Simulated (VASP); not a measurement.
Given:

```
CELL_PARAMETERS angstrom
      2.87029     0.00000     0.00000
      0.00000     2.87029     0.00000
      0.00000     0.00000     4.11855
ATOMIC_POSITIONS crystal
  Ta 0.50000 0.50000 0.50000
  Au 0.00000 0.00000 0.00000
```

These are PBEsol GGA, VASP's PBE PAW potentials (set 64) (plane waves; VASP 6.6.1) values and carry that method's errors. Settings: 400 eV cut-off, 14×14×10 Γ-centred mesh, tetrahedra with Blöchl corrections, potentials Ta_pv Au.

Unless said otherwise, spin-orbit coupling is left out, though it shifts the bands of the heavy elements here.

Question: What does the run give for the energy per atom (σ→0), band gap (on the k-mesh) with the smallest direct gap where there is one?

Answer: 
- band gap (on the k-mesh): none (metal, semimetal or under 0.01 eV)
- energy per atom (σ→0): -8317 meV/atom

Total energies compare only between runs with the same potentials, cut-off and functional.

The structure comes from a computed database's TaAu entry (P4/mmm); how it stands against other phases isn't given here. It was relaxed first.
